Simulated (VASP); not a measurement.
InSb (relaxed from the rock salt structure, space group Fm-3m): computed properties

The numbers are results of r2SCAN meta-GGA, VASP's PBE PAW potentials (set 64) (plane waves; VASP 6.6.1), not measurements.

```json
{
 "space_group": "Fm-3m (225)",
 "cell": "a = 6.0867 Å, b = 6.0867 Å, c = 6.0867 Å, α = 90.00°, β = 90.00°, γ = 90.00°",
 "volume_per_atom": "28.19 Å³/atom",
 "band gap (over mesh and band path)": "none (metal, semimetal or under 0.01 eV)",
 "density": "6.97 g/cm³"
}
```

```xyz
2
Lattice="0.0000 3.0433 3.0433 3.0433 0.0000 3.0433 3.0433 3.0433 0.0000" Properties=species:S:1:pos:R:3 pbc="T T T"
In     0.0000     0.0000     0.0000
Sb     3.0433     3.0433     3.0433
```

Unless said otherwise, spin-orbit coupling is left out, though it shifts the bands of the heavy elements here.

The structure was generated: InSb was put into the rock salt type (Fm-3m), which need not be its known phase. It was relaxed first. Symmetry was kept, so distortions that lower it aren't found.
